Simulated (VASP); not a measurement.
A VASP calculation is set up with these files.

### INCAR
```
ALGO = Normal
EDIFF = 1E-6
EDIFFG = -0.02
ENCUT = 500
IBRION = 2
ISIF = 3
ISMEAR = 1
LASPH = .TRUE.
LCHARG = .FALSE.
LMAXMIX = 6
LREAL = .FALSE.
LWAVE = .FALSE.
NELM = 100
NSW = 40
PREC = Accurate
SIGMA = 0.1
SYSTEM = Pt
```

**POSCAR**
```
Pt
1
   -0.0000000000     1.9481168571     1.9481168571
    1.9481168571     0.0000000000     1.9481168571
    1.9481168571     1.9481168571     0.0000000000
Pt
1
Direct
  0.0000000000   0.0000000000   0.0000000000
```

KPOINTS:
```
Automatic
0
Gamma
 16 16 16
```

POTCAR, in this order: Pt (LDA.64 set). Program: vasp_std.

### Question
Write an equivalent input for Ansatz.

### Answer
One equivalent input (not run):
Ansatz 0.2 input:
```yaml
crystal:
  lattice:
    - [0.0000000, 1.9481169, 1.9481169]
    - [1.9481169, 0.0000000, 1.9481169]
    - [1.9481169, 1.9481169, 0.0000000]
  atoms:
    - { symbol: Pt, position: [0.0000000, 0.0000000, 0.0000000] }
kpoints:
  mp_grid: { grid: [16, 16, 16] }
hamiltonian:
  xc: lda
  pseudopotentials: { kind: paw }
scf:
  occupations: { method: methfessel_paxton, width: 0.1 }
  max_iter: 100
relax:
  max_steps: 40
  f_tol: 0.02
  cell: {}
output: { forces: true, stress: true, eigenvalues: true }
```
What does not carry over: each code has its own PAW files, so the cut-off isn't converted (ENCUT is set for VASP's; basis.ecutwfc is left out, and Ansatz then takes the one that its files recommend); Ansatz stops its SCF on the density residual and VASP on the energy change (EDIFF); Ansatz's lda is the Perdew-Wang form, while the LDA potentials of VASP carry Perdew-Zunger's.

The compound is Pt in the fcc structure. It was relaxed first.
